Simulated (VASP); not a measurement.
Input of a VASP 6.6.1 run:

The input INCAR:

```
SYSTEM = EuSc
PREC = Accurate
ENCUT = 520
EDIFF = 1E-6
ISMEAR = -1
SIGMA = 0.05
LREAL = .False.
LASPH = .True.
NELM = 150
ALGO = Normal
ISIF = 2
LWAVE = .False.
LCHARG = .True.
ISPIN = 2
MAGMOM = 0 0 7 -7
LORBIT = 11
LMAXMIX = 6
LDAU = .True.
LDAUTYPE = 2
LDAUL = 2 3
LDAUU = 6 4
LDAUJ = 0 0
LDAUPRINT = 1
GGA = PE
LELF = .True.
LVHAR = .True.
```

KPOINTS

```
regular mesh
0
Gamma
  4 4 5
  0 0 0
```

Contents of POSCAR:

```
EuSc
1.0
    3.9449000000      3.9449000000      0.0000000000
   -3.9449000000      3.9449000000      0.0000000000
    0.0000000000      0.0000000000      3.9449000000
Sc Eu
2 2
Direct
    0.5000000000      0.0000000000      0.5000000000
    0.0000000000      0.5000000000      0.5000000000
    0.0000000000      0.0000000000      0.0000000000
    0.5000000000      0.5000000000      0.0000000000
```

Potentials or basis: VASP PAW PBE potentials, release 64 (Sc_sv, Eu).

The run is started by

```bash
$ cat potpaw_PBE.64/Sc_sv/POTCAR potpaw_PBE.64/Eu/POTCAR > POTCAR
$ mpirun -np 1 vasp_std > vasp.out
```

Question: Estimate the net moment.

Answer: 0.00 μB per cell.

Question: Estimate the site moments.

Answer: Sc +0.00; Eu +6.72, -6.72 μB.

Eigenvalues of the final occupation matrices:
```
    site  spin  trace                         eigenvalues
site 1 d     1   0.30            0.02 0.02 0.02 0.11 0.12
site 1 d     2   0.30            0.02 0.02 0.02 0.11 0.12
site 2 d     1   0.30            0.02 0.02 0.02 0.11 0.12
site 2 d     2   0.30            0.02 0.02 0.02 0.11 0.12
site 3 f     1   6.69  0.93 0.94 0.94 0.97 0.97 0.97 0.97
site 3 f     2   0.00  0.00 0.00 0.00 0.00 0.00 0.00 0.00
site 4 f     1   0.00  0.00 0.00 0.00 0.00 0.00 0.00 0.00
site 4 f     2   6.69  0.93 0.94 0.94 0.97 0.97 0.97 0.97
```

Caveat: spin-orbit coupling is left out, which moves the levels of the heavy elements. The state reached can hang on the start; a lower one may exist.
